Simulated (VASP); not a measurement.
Mg6MnSi, 8 atoms in the cell. The structure is orthorhombic, space group Amm2 (No. 38). The conventional cell has a = 4.789 Å, b = 6.189 Å, c = 10.609 Å, α = 90.00°, β = 90.00°, γ = 90.00°. Around Mn (site symmetry mm2) lie 2 Si at 2.83 Å and 10 Mg at 2.93 to 3.21 Å. Around Si (site symmetry mm2) lie 2 Mn at 2.83 Å and 8 Mg at 2.86 to 3.10 Å. Around Mg (site symmetry mm2) lie 10 Mg at 2.98 to 3.09 Å and 2 Si at 3.10 Å. Mg (site symmetry m) is surrounded by 2 Si at 2.86 to 3.28 Å and 2 Mn at 2.97 Å and 8 Mg at 2.99 to 3.20 Å. Mg (site symmetry mm2) is surrounded by 10 Mg at 2.98 to 3.07 Å and 2 Mn at 3.10 Å. Around Mg (site symmetry m) lie 2 Mn at 2.93 to 3.21 Å and 8 Mg at 2.99 to 3.16 Å and 2 Si at 3.01 Å. The cell comes from a database or a generator and needn't be the stable form of this composition.

* Program: VASP 6.6.1
* Task: single point
* Functional: PBE
* Potentials or basis: VASP PAW PBE potentials, release 64 (Mn_pv, Si, Mg)
* Cutoff: 520 eV
* k mesh: 6 × 5 × 5
* Occupations: fermi-dirac, width 0.05 eV
* Spin: collinear spin, ferromagnetic start
* Starting moments: [4.0, 0.0, 0.0, 0.0, 0.0, 0.0, 0.0, 0.0] μB
* Further INCAR settings: ALGO = Normal; EDIFF = 1e-07; NBANDS = 28

Potentials or basis: VASP PAW PBE potentials, release 64 (Mn_pv, Si, Mg).

Launch:

```sh
$ cat potpaw_PBE.64/Mn_pv/POTCAR potpaw_PBE.64/Si/POTCAR potpaw_PBE.64/Mg/POTCAR > POTCAR
$ mpirun -np 1 vasp_std > vasp.out
```

Hardware: 1 thread of Intel(R) Xeon(R) 6975P-C (Granite Rapids), on a shared host.

Task: Estimate the wall time of this run.

Result: Run time: 4.2 min on 1 thread of Intel(R) Xeon(R) 6975P-C (Granite Rapids), with other jobs on the host, peak memory 0.48 GiB. Counts: scf iterations 17, k points 36.
